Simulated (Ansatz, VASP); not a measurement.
# Ta in two plane-wave programs

One calculation is typed for both programs; each brings its own data sets and cutoff. How far apart do they land?

Main program and level: Ansatz 0.2.0; plane waves, with VASP 6.6.1 beside it; relaxation of cell and atoms at PBEsol.

## (1) Set-up

It takes space group Im-3m (No. 229, cubic). Conventional cell: a = 3.303 Å, b = 3.303 Å, c = 3.303 Å, α = 90.00°, β = 90.00°, γ = 90.00°. Nearest to Ta lie 8 Ta at 2.86 Å.

## (2) VASP: relaxation of cell and atoms, PBEsol

The relaxed volume is the usual yardstick between codes: its relative difference is about their pressure difference at one cell divided by the bulk modulus.

Lines of VASP's logs that name or quote its potential files are left out, and so is its time.

File INCAR:

```
SYSTEM = Ta
PREC = Accurate
ENCUT = 400
EDIFF = 1E-06
NELM = 100
ISMEAR = -1
SIGMA = 0.05
LREAL = .FALSE.
ALGO = Normal
GGA = PS
NBANDS = 11
LASPH = .TRUE.
LORBIT = 11
LWAVE = .FALSE.
LCHARG = .FALSE.
KPAR = 2
IBRION = 2
NSW = 60
ISIF = 3
EDIFFG = -0.01
```

File POSCAR:

```
Ta
1.0
   -1.6512800000      1.6512800000      1.6512800000
    1.6512800000     -1.6512800000      1.6512800000
    1.6512800000      1.6512800000     -1.6512800000
Ta
1
Direct
    0.0000000000      0.0000000000      0.0000000000
```

File KPOINTS:

```
Automatic mesh
0
Gamma
9 9 9
0 0 0
```

PAW data sets: Ta_pv (PBE family, release 64).

Started as:

```
mpirun -np 2 vasp_std
```

Numbers of over 12 decimals in the logs are rounded to 6 here.

Output:

```text
[banner, memory and clock lines left out]
running    2 mpi-ranks, on    1 nodes
 distrk:  each k-point on    1 cores,    2 groups
 distr:  one band on    1 cores,    1 groups

 POSCAR found type information on POSCAR Ta
 POSCAR found :  1 types and       1 ions
|                                                                             |
|               ----> ADVICE to this user running VASP <----                  |
|                                                                             |
|     You enforced a specific xc type in the INCAR file but a different       |
|     [... a line on the potential file left out ...]
|     I HOPE YOU KNOW WHAT YOU ARE DOING!                                     |
|                                                                             |

 LDA part: xc-table for (Slater+PW92), standard interpolation
 POSCAR, INCAR and KPOINTS ok, starting setup
 FFT: planning ... GRIDC
 FFT: planning ... GRID_SOFT
 FFT: planning ... GRID
 WAVECAR not read
 entering main loop
       N       E                     dE             d eps       ncg     rms          rms(c)
DAV:   1     0.441901759425E+02    0.44190E+02   -0.54998E+03   770   0.784E+02
DAV:   2    -0.123296705486E+02   -0.56520E+02   -0.55075E+02   867   0.214E+02
DAV:   3    -0.130590555112E+02   -0.72938E+00   -0.72290E+00   942   0.245E+01
DAV:   4    -0.130611574621E+02   -0.21020E-02   -0.21015E-02   851   0.143E+00
DAV:   5    -0.130611660181E+02   -0.85560E-05   -0.85564E-05   905   0.868E-02    0.138E+01
DAV:   6    -0.126519896296E+02    0.40918E+00   -0.35003E-01   863   0.655E+00    0.665E+00
DAV:   7    -0.125372991868E+02    0.11469E+00   -0.29346E-01   872   0.549E+00    0.431E-01
DAV:   8    -0.125360022327E+02    0.12970E-02   -0.10843E-02   868   0.899E-01    0.261E-01
DAV:   9    -0.125359209030E+02    0.81330E-04   -0.12659E-04   892   0.108E-01    0.220E-02
DAV:  10    -0.125359183425E+02    0.25604E-05   -0.41422E-06   886   0.220E-02    0.681E-03
DAV:  11    -0.125359183484E+02   -0.58651E-08   -0.56632E-07   506   0.847E-03
   1 F= -.12535918E+02 E0= -.12526776E+02  d E =-.125359E+02
 curvature:   0.00 expect dE= 0.000E+00 dE for cont linesearch  0.000E+00
 trial: gam= 0.00000 g(F)=  0.110E-62 g(S)=  0.253E-01 ort = 0.000E+00 (trialstep = 0.100E+01)
 search vector abs. value=  0.253E-01
 bond charge predicted
       N       E                     dE             d eps       ncg     rms          rms(c)
DAV:   1    -0.127505865940E+02   -0.21467E+00   -0.68702E+00   806   0.325E+01    0.457E+00
DAV:   2    -0.125631479389E+02    0.18744E+00   -0.20797E-01   794   0.533E+00    0.156E+00
DAV:   3    -0.125209491300E+02    0.42199E-01   -0.10928E-01   860   0.374E+00    0.559E-01
DAV:   4    -0.125216785516E+02   -0.72942E-03   -0.23454E-03   929   0.432E-01    0.613E-02
DAV:   5    -0.125217078109E+02   -0.29259E-04   -0.57657E-05   884   0.802E-02    0.253E-02
DAV:   6    -0.125217087928E+02   -0.98189E-06   -0.10260E-06   669   0.120E-02
   2 F= -.12521709E+02 E0= -.12515300E+02  d E =0.142096E-01
 trial-energy change:    0.014210  1 .order    0.015242   -0.025336    0.055820
 step:   0.3290(harm=  0.3122)  dis= 0.00000  next Energy=   -12.540123 (dE=-0.421E-02)
 bond charge predicted
       N       E                     dE             d eps       ncg     rms          rms(c)
DAV:   1    -0.126425114036E+02   -0.12080E+00   -0.32841E+00   806   0.230E+01    0.300E+00
DAV:   2    -0.125587271946E+02    0.83784E-01   -0.11814E-01   788   0.362E+00    0.104E+00
DAV:   3    -0.125398410329E+02    0.18886E-01   -0.54057E-02   842   0.251E+00    0.357E-01
DAV:   4    -0.125402137558E+02   -0.37272E-03   -0.83840E-04   900   0.258E-01    0.706E-02
DAV:   5    -0.125401784186E+02    0.35337E-04   -0.11544E-04   878   0.119E-01    0.260E-02
DAV:   6    -0.125401775139E+02    0.90469E-06   -0.13642E-06   706   0.137E-02
   3 F= -.12540178E+02 E0= -.12531722E+02  d E =-.425917E-02
 curvature:  -0.16 expect dE=-0.555E-06 dE for cont linesearch -0.555E-06
 trial: gam=-0.01170 g(F)=  0.891E-62 g(S)=  0.355E-05 ort = 0.300E-03 (trialstep = 0.866E+00)
 search vector abs. value=  0.599E-09
 reached required accuracy - stopping structural energy minimisation
```

From OUTCAR (step 2):

```text
ion  position               nearest neighbor table
   1  0.000  0.000  0.000-

  LATTYP: Found a body centered cubic cell.
 ALAT       =     3.3025600000

 Subroutine GETGRP returns: Found 48 space group operations
 (whereof 48 operations were pure point group operations)

The static configuration has the point symmetry O_h .

 Found     35 irreducible k-points:

   k-points           NKPTS =     35   k-points in BZ     NKDIM =     35   number of bands    NBANDS=     11

   dimension x,y,z NGX =    20 NGY =   20 NGZ =   20
   dimension x,y,z NGXF=    40 NGYF=   40 NGZF=   40

   ENCUT  =  400.0 eV  29.40 Ry    5.42 a.u.   4.66  4.66  4.66*2*pi/ulx,y,z

   NELECT =      11.0000    total number of electrons

 k-points in reciprocal lattice and weights: Automatic mesh
   0.00000000  0.00000000  0.00000000       0.001
   0.11111111  0.00000000  0.00000000       0.016
   0.22222222  0.00000000  0.00000000       0.016
   0.33333333  0.00000000  0.00000000       0.016
   0.44444444  0.00000000  0.00000000       0.016
   0.11111111  0.11111111  0.00000000       0.033
   0.22222222  0.11111111 -0.00000000       0.066
   0.33333333  0.11111111  0.00000000       0.066
   0.44444444  0.11111111 -0.00000000       0.033
[...]
-0.44444444 -0.44444444  0.33333333       0.011
  -0.44444444  0.44444444  0.44444444       0.008

 average (electrostatic) potential at core
       1 -35.9947

 E-fermi :   5.5492

 k-point     1 :       0.0000    0.0000    0.0000
  band No.  band energies     occupation
      1     -27.4455      2.00000
      2     -27.4455      2.00000
      3     -27.4455      2.00000
      4      -2.5239      2.00000
      5       6.2111      0.00000
      6       6.2111      0.00000
      7       6.2111      0.00000
      8       9.5518      0.00000
      9       9.5518      0.00000
    ...

 k-point     2 :       0.1111    0.0000    0.0000
  band No.  band energies     occupation
      1     -27.6059      2.00000
      2     -27.4947      2.00000
      3     -27.4465      2.00000
      4      -1.9695      2.00000
      5       5.8610      0.00391
      6       6.0752      0.00005
      7       6.7642      0.00000
      8       9.0743      0.00000
      9       9.5593      0.00000
    ...

 k-point     3 :       0.2222    0.0000    0.0000
  band No.  band energies     occupation
    ...
      2     -27.6173      2.00000
      3     -27.4491      2.00000
      4      -0.5722      2.00000
      5       5.0904      1.99979
      6       5.5072      1.39685
      7       8.3530      0.00000
      8       8.8736      0.00000
      9       9.6791      0.00000
     10      20.2375      0.00000
     11      21.1959      0.00000

  Total       -0.0049560     -0.0049560     -0.0049560      0.0000000      0.0000000     -0.0000000
  in kB       -0.4497787     -0.4497787     -0.4497787      0.0000000      0.0000000     -0.0000000
  external PRESSURE =      -0.4497787 kB  Pullay stress =       0.0000000 kB

  energy-cutoff  :      400.00
  volume of cell :       17.65
      direct lattice vectors                 reciprocal lattice vectors
    -1.640312918  1.640312918  1.640312918     0.000000000  0.304819888  0.304819888
     1.640312918 -1.640312918  1.640312918     0.304819888  0.000000000  0.304819888
     1.640312918  1.640312918 -1.640312918     0.304819888  0.304819888  0.000000000

 POSITION                                       TOTAL-FORCE (eV/Angst)
 -----------------------------------------------------------------------------------
      0.00000     -0.00000      0.00000         0.000000     -0.000000      0.000000
 -----------------------------------------------------------------------------------
    total drift:                                0.000000      0.000000      0.000000

  FREE ENERGIE OF THE ION-ELECTRON SYSTEM (eV)
  ---------------------------------------------------
  free  energy   TOTEN  =       -12.5401775139 eV

  energy  without entropy=      -12.5232662432  energy(sigma->0) =      -12.53172188

 reached required accuracy - stopping structural energy minimisation

 total charge
# of ion       s       p       d       tot
------------------------------------------
    1        0.371   6.171   2.437   8.979

[... 3 further parts left out ...]
```

CONTCAR:

```
Ta
   1.00000000000000
    -1.6403129176936793    1.6403129176936793    1.6403129176936793
     1.6403129176936793   -1.6403129176936793    1.6403129176936793
     1.6403129176936793    1.6403129176936793   -1.6403129176936793
  Ta
     1
Direct
     0.0000000000000000    0.0000000000000000    0.0000000000000000
```

## (3) Ansatz: relaxation of cell and atoms, PBEsol

Ansatz runs on its default PAW (the set named soft_2) files.

The same cell, functional, mesh and smearing now go to Ansatz, which takes its cutoff from its data sets.

File input.yaml:

```yaml
crystal:
  lattice:
    - [-1.65128, 1.65128, 1.65128]
    - [1.65128, -1.65128, 1.65128]
    - [1.65128, 1.65128, -1.65128]
  atoms:
    - { symbol: Ta, position: [0.0, 0.0, 0.0] }
hamiltonian:
  xc: pbesol
  pseudopotentials: { kind: paw }
kpoints:
  mp_grid: { grid: [9, 9, 9] }
scf:
  occupations: { method: fermi_dirac, width: 0.05 }
relax:
  f_tol: 0.01
  max_steps: 60
  cell: { stress_tol: 0.05 }
output:
  forces: true
  stress: true
```

Started as:

```
ansatz run input.yaml --threads 4 --pin off --max-ram 9216MiB --backend cpu --events-out ev --progress --plain --runs-dir out
```

Output:

```text
Engine: ansatz 0.2.0, aarch64-unknown-linux-gnu
Pseudopotentials: kind: paw
Pseudopotential: Ta, paw, valence charge 13, recommended cutoff 420 eV (normal), Ta.paw.azcp
Functional definition: PBEsol
  exchange = pbesol_x
  correlation = pbesol_c
Crystal: 1 atoms, lattice volume = 18.010 Å³
Basis set: ecut = 420 eV, 369 PW (Γ), exchange–correlation on 40×40×40 points (8 copies of the dense FFT grid, shifted against one another)
Bands: 11, of which v1, the nominal top of the filled ones, is band 7 counted from 1 (6 counted from 0)
Symmetry: 48 space group operations
Space group: Im-3m (ITA 229), of the structure as read, at distance tolerance 2.6e-5 Å
k-points: 35 of 729
Non-local potential: Ta, projectors of the file, l = 0: 3, l = 1: 2, l = 2: 2, l = 3: 1
PAW form: soft (Blöchl's): semilocal exchange-correlation on the pseudo side does not see the compensation charge
PAW frozen core: Ta, regenerated for the run's functional, and the local potential with it (the file was generated under x = pbe(κ = 0.804, μ = 0.219515), c = pbe(β = 0.066725))
PAW one-centre angular grid: Ta, 590 points (default); XC on 64 Gauss nodes
Initial density: superposition of atomic densities (neutral atoms: chi_scale 0, normalization atom), corrected by the library's trained network
Initial wavefunctions: pseudopotential atomic-orbital guess
Functional: x = pbesol(κ = 0.804, μ = 0.123457), c = pbesol(β = 0.046)
SCF iter   1: F=—  HF=-9806.483914 eV  |F-HF|=—  |Δ(HF+E_count)|=         —  Δρ=2.29e-3  dr2=2.87e-4  ethr=1.77e-3  ⟨swp⟩=5.7  Hψ=2224  notcnv=0
preconditioner: auto → none  [metal: Δε(μ)=0.042 eV  Ē_g=8.297 eV  σ=0.050 eV  W_gap=0.21  n_scr=0 (ndim 8)  ℏωp=19.6 eV  f_vac=0.000  D(μ)=2.41/eV (n_scr^D=42)]
SCF iter   2: F=—  HF=-9806.483638 eV  |F-HF|=—  |Δ(HF+E_count)|=   2.76e-4  Δρ=1.03e-3  dr2=4.82e-5  ethr=2.21e-6  ⟨swp⟩=2.1  Hψ=846  notcnv=0
SCF iter   3: F=—  HF=-9806.483677 eV  |F-HF|=—  |Δ(HF+E_count)|=   3.83e-5  Δρ=1.76e-4  dr2=1.50e-6  ethr=3.71e-7  ⟨swp⟩=1.0  Hψ=383  notcnv=0
iter 4 did not close the SCF: its close was put off for the readings that it lacked (scf_convergence_deferred on its scf_iter line)
SCF iter   4: F=-9806.483677 eV  HF=-9806.483677 eV  |F-HF|=2.90e-8  |Δ(HF+E_count)|=   7.40e-7  Δρ=2.19e-5  dr2=4.48e-8  ethr=1.16e-8  ⟨swp⟩=1.8  Hψ=434  notcnv=0
iter 5 did not close the SCF: its close was put off for the readings that it lacked (scf_convergence_deferred on its scf_iter line)
SCF iter   5: F=-9806.483677 eV  HF=-9806.483677 eV  |F-HF|=2.07e-9  |Δ(HF+E_count)|=   1.88e-8  Δρ=1.04e-5  dr2=4.78e-9  ethr=3.45e-10  ⟨swp⟩=2.0  Hψ=543  notcnv=0
SCF iter   6: F=-9806.483677 eV  HF=-9806.483677 eV  |F-HF|=1.89e-10  |Δ(HF+E_count)|=   1.60e-9  Δρ=1.74e-6  dr2=3.23e-10  ethr=3.68e-11  ⟨swp⟩=1.4  Hψ=1130  notcnv=0
SCF 1 converged in 6 iterations: F = -9806.483677 eV  dr2 = 3.23e-10
  greatest PAW one-centre occupation: 1.000 electrons in one spin orbital (limit 2), on the Ta atom at site 0 (counted from 0), in its partial waves of l = 0
relax step   1: F+E_penalty+E_count = -9806.48367723 eV  Δ(F+E_penalty+E_count) = +0.000e0 eV  max|allowed force component| = 0.000e0 eV/Å  Δτ_max = 0.0000 Å  P = -3.839 GPa  Ω = 18.010 Å³  (6 SCF iters, dr2 threshold 1.00e-7 eV, accepted)
[...]
relax step   2: F+E_penalty+E_count = -9806.45417641 eV  Δ(F+E_penalty+E_count) = +2.950e-2 eV  max|allowed force component| = 0.000e0 eV/Å  Δτ_max = 0.0000 Å  P = +12.252 GPa  Ω = 16.679 Å³  energy of the carried Pulay correction = +4.397e-4 eV  (4 SCF iters, dr2 threshold 1.00e-7 eV, rejected (line search))
[...]
relax step   3: F+E_penalty+E_count = -9806.48830151 eV  Δ(F+E_penalty+E_count) = -4.624e-3 eV  max|allowed force component| = 0.000e0 eV/Å  Δτ_max = 0.0000 Å  P = -0.408 GPa  Ω = 17.674 Å³  energy of the carried Pulay correction = +1.080e-4 eV  (6 SCF iters, accepted)
[...]
relax step   4: F+E_penalty+E_count = -9806.48836201 eV  Δ(F+E_penalty+E_count) = -6.050e-5 eV  max|allowed force component| = 0.000e0 eV/Å  Δτ_max = 0.0000 Å  P = -0.009 GPa  Ω = 17.637 Å³  energy of the carried Pulay correction = +1.201e-4 eV  (3 SCF iters, dr2 threshold 1.00e-7 eV, accepted)
[...]
relax step   5: F+E_penalty+E_count = -9806.48825259 eV  Δ(F+E_penalty+E_count) = +1.094e-4 eV  max|allowed force component| = 0.000e0 eV/Å  Δτ_max = 0.0000 Å  P = -0.017 GPa  Ω = 17.637 Å³  stress off target by 1.65e-2 GPa  SCF on the basis re-selected at this cell (its energy is not comparable with the rows above)  (4 SCF iters)
basis re-selected at this cell: Δ(F+E_penalty+E_count) = +1.094e-4 eV, ΔP = -0.008 GPa vs the last step (what re-selecting the basis moved, of the pressure what is left beyond the Pulay correction that the steps carried, after the strain that the cell walked since its last selection, with what the two solves' SCF thresholds leave and, on support functions, any second-order correction that the steps lacked; it is no measure of the basis error at this ecutwfc). This SCF's stress stands 1.65e-2 GPa from its target on what of the cell is left free (relax.cell.stress_tol is 5.00e-2 GPa) and its largest allowed force component is 0.00e0 eV/Å (relax.f_tol is 1.00e-2 eV/Å): [rest of the remark cut]
SCF converged after 4 iterations
Free energy (F): -9806.488253 eV
Harris-Foulkes:  -9806.488253 eV  (|F-HF|=1.09e-11)
Internal energy: -9806.471406 eV  (E = F + TS)
E sigma→0 (E₀):  -9806.479829 eV
Entropy (-TS):   -0.016847 eV (-16.847 meV/atom)
Fermi energy:    18.986474 eV
--- Per-component energies (eV) ---
  E_band       = -99.067910
  E_kinetic    = 366.903977
  E_local      = -538.309280  (includes V_loc(G=0)·N_el)
  E_nonlocal   = 17.853097
  E_hartree    = 186.986700
  E_xc         = -217.187037
  E_vxc        = -204.079897  (∫ρ·V_xc dr)
  E_paw        = -8272.719489  (= ΣΔE_a)
  E_vpaw       = -115.409357  (= ΣTr[D̂ρ^β])
  E_aug_tail   = 0.000136  (compensation charges beyond the density's cutoff)
  E_ewald      = -1350.213156
  E_core_change = 0.213646  (= ΣΔE_core)
  E_smearing   = -0.016847  (= −TS)
  E_closure    = 0.000000  (closes the sum)
  Σ components = -9806.488253   (vs F -9806.488253, Δ=0.00e0)
--- Forces (eV/Å), atoms counted from 1 ---
  atom   1  Ta     0.00000000     0.00000000     0.00000000
  max |Σ_I F_I| component: 4.21e-32 eV/Å
--- Stress (GPa, compression-positive) ---
       -0.016514       0.000000      -0.000000
        0.000000      -0.016514      -0.000000
       -0.000000      -0.000000      -0.016514
  P = ⅓ Tr σ = -0.0165 GPa (-0.165 kbar)
--- Relaxed structure (4 steps of the walk, 3 accepted, 1 SCFs on fresh bases) ---
  F+E_penalty+E_count = -9806.48825259 eV   max|allowed force component| = 0.000e0 eV/Å   (the final SCF, on the basis selected at the relaxed cell)
  cell:  # Å, volume = 17.6367 Å³
    - [-1.639782, 1.639782, 1.639782]
    - [1.639782, -1.639782, 1.639782]
    - [1.639782, 1.639782, -1.639782]
  atoms:
    - { symbol: Ta, position: [0.0, 0.0, 0.0] }
```

Wall time 1.1 s (4 threads of Arm Neoverse V2, shared host); peak memory 0.27 GiB.

## (4) Side by side

Known differences besides the potentials themselves: both relaxations stop at a tolerance, which leaves soft axes loose, and VASP keeps its plane-wave basis; the data sets hold 13 valence electrons in Ansatz (default PAW (the set named soft_2) files) and 11 in VASP; the cutoff is 420 eV in Ansatz and 400 eV in VASP; Ansatz makes its cores anew for this functional, VASP keeps those of its PBE data sets; Ansatz adds a Pulay correction to the stress that steers its cell, VASP none. Total energies have different zeros and are not compared.

Both answers:

| quantity | Ansatz | VASP | difference |
| --- | --- | --- | --- |
| volume (Å³) | 17.64 | 17.65 | -0.10 % |
| edge a after relaxation, in the typed setting (Å) | 2.840 | 2.841 | -0.03 % |

The walks stopped with -0.02 GPa left in Ansatz and -0.04 GPa in VASP; each walk ends within a tolerance, so the volume difference is uncertain by about these residues over the bulk modulus, most in soft cells.

## (5) Outcome

| Property | Result |
| --- | --- |
| difference in volume (relaxation of cell and atoms, PBEsol) | -0.097 % |

**Reading.** The difference in volume is -0.097 % (relaxation of cell and atoms, PBEsol), within the 1.2 % picked in this series as the mark of a large difference, as far as the stopping tolerances let one tell. Such differences can come from data sets, numerical settings and the points named under the comparisons, not from the functional's error against experiment.

[Lines on the potential files, build, host, timing and source positions are cut from VASP's logs without a mark.]

[Logs are printed without paths, hosts, clocks, repeated set-up lines and the standing remarks that a program may print on its own settings, such as how far it seeks lower states.]

[Hosts, paths, dates, database ids (printed as entryN), source tags and the programs' standing remarks are cut or masked in the printed files.]
